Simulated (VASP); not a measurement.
Output of a VASP run:

File OSZICAR:
```
       N       E                     dE             d eps       ncg     rms          rms(c)
DAV:   1     0.375589399811E+02    0.37559E+02   -0.55310E+03  2120   0.101E+03
DAV:   2    -0.390172949323E+01   -0.41461E+02   -0.38910E+02  1943   0.189E+02
DAV:   3    -0.425775143778E+01   -0.35602E+00   -0.35578E+00  2133   0.179E+01
DAV:   4    -0.425871852753E+01   -0.96709E-03   -0.96707E-03  1961   0.103E+00
DAV:   5    -0.425872537975E+01   -0.68522E-05   -0.68512E-05  2042   0.874E-02    0.892E+00
DAV:   6    -0.392635162642E+01    0.33237E+00   -0.11418E+00  1885   0.102E+01    0.558E+00
DAV:   7    -0.390311433331E+01    0.23237E-01   -0.88733E-02  1970   0.275E+00    0.281E+00
DAV:   8    -0.389994490036E+01    0.31694E-02   -0.17111E-03  1980   0.481E-01    0.292E-01
DAV:   9    -0.389992638054E+01    0.18520E-04   -0.13237E-05  1996   0.431E-02    0.169E-02
DAV:  10    -0.389993013642E+01   -0.37559E-05   -0.12167E-06  1985   0.115E-02    0.314E-03
DAV:  11    -0.389993020098E+01   -0.64558E-07   -0.58212E-08  1110   0.243E-03
   1 F= -.38999302E+01 E0= -.38999825E+01  d E =0.156759E-03
```

OUTCAR:
```
------------------------ aborting loop because EDIFF is reached ----------------------------------------
  FORCE on cell =-STRESS in cart. coord.  units (eV):
  Direction    XX          YY          ZZ          XY          YZ          ZX
  --------------------------------------------------------------------------------------
  Total       -0.2674702     -0.2674702     -0.2674702     -0.0000000      0.0000000     -0.0000000
  in kB      -24.8493456    -24.8493456    -24.8493456     -0.0000000      0.0000000     -0.0000000
  external PRESSURE =     -24.8493456 kB  Pullay stress =       0.0000000 kB
  volume of cell :       17.25
      direct lattice vectors                 reciprocal lattice vectors
    -1.627560032  1.627560032  1.627560032     0.000000000  0.307208330  0.307208330
     1.627560032 -1.627560032  1.627560032     0.307208330  0.000000000  0.307208330
     1.627560032  1.627560032 -1.627560032     0.307208330  0.307208330  0.000000000
 POSITION                                       TOTAL-FORCE (eV/Angst)
 -----------------------------------------------------------------------------------
      0.00000      0.00000      0.00000        -0.000000      0.000000     -0.000000
 -----------------------------------------------------------------------------------
    total drift:                                0.000000     -0.000000      0.000000
  FREE ENERGIE OF THE ION-ELECTRON SYSTEM (eV)
  ---------------------------------------------------
  free  energy   TOTEN  =        -3.8999302010 eV

  energy  without entropy=       -3.9000869603  energy(sigma->0) =       -3.89998245
```
(Selected blocks of OUTCAR.)

### POSCAR
```
Au
1
   -1.6275600315     1.6275600315     1.6275600315
    1.6275600315    -1.6275600315     1.6275600315
    1.6275600315     1.6275600315    -1.6275600315
Au
1
Direct
  0.0000000000   0.0000000000   0.0000000000
```

Reconstruct the remaining input files.

This is not unique; one that fits is the input of the run itself, PBEsol GGA, plane waves, VASP's PBE PAW potentials (set 64).

### INCAR
```
ALGO  =  Normal
EDIFF  =  1E-7
ENCUT  =  480
GGA  =  PS
ISIF  =  2
ISMEAR  =  1
LASPH  =  .TRUE.
LCHARG  =  .FALSE.
LMAXMIX  =  6
LREAL  =  .FALSE.
LWAVE  =  .FALSE.
NELM  =  100
PREC  =  Accurate
SIGMA  =  0.1
SYSTEM  =  Au
```

KPOINTS:
```
Automatic mesh
0
gamma
14 14 14
0 0 0
```

POTCAR, in this order: Au (PBE.64 set). Program: vasp_std.

The structure was generated: Au was put into the bcc type (Im-3m), which need not be its known phase. This cell was strained or had an atom moved on purpose.
